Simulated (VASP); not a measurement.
Runs of VASP 6.6.1 on LaSc. Symmetry: Pm-3m, No. 221, cubic system. The conventional cell has a = 3.948 Å, b = 3.948 Å, c = 3.948 Å, α = 90.00°, β = 90.00°, γ = 90.00°. La (site symmetry m-3m) is surrounded by 8 Sc at 3.42 Å. Sc (site symmetry m-3m) is surrounded by 8 La at 3.42 Å. The cell was built by a generator and needn't be a form met in nature.

```tsv
task	level	potentials or basis	cell	k mesh	cutoff (eV)	gap on the mesh (eV)	pressure (GPa)	relaxed volume (Å³/atom)
relaxation of cell and atoms	PBE	VASP PAW PBE potentials, release 64 (La_GW, Sc_sv_GW)	relaxed	7 × 7 × 7	600	none	0.0	(a)
relaxation of cell and atoms	PBE	VASP PAW PBE potentials, release 54 (La, Sc_sv)	relaxed	7 × 7 × 7	600	none	0.0	30.80
relaxation of cell and atoms	PBE	VASP PAW PBE potentials, release 64 (La, Sc_sv)	relaxed	7 × 7 × 7	600	none	0.0	30.80
band structure	r2SCAN	VASP PAW PBE potentials, release 64 (La, Sc_sv)	as given	5 × 5 × 5	520	-	0.4	-
relaxation of cell and atoms	revPBE	VASP PAW PBE potentials, release 64 (La, Sc_sv)	relaxed	7 × 7 × 7	600	none	0.0	31.81
```

Alike in all rows: no spin polarisation; smearing fermi-dirac 0.05 eV.

Q: Estimate the missing entries.

A: (a) 30.44.

Caveats: the PAW data sets were made with another functional, which shifts forces and pressure a little (some runs); spin-orbit coupling is left out, which moves the levels of the heavy elements (some runs).

A k mesh can miss the band edges, and the runs leave out spin-orbit coupling on La.

A gap of «none» marks a metal or a gap under the smearing width.
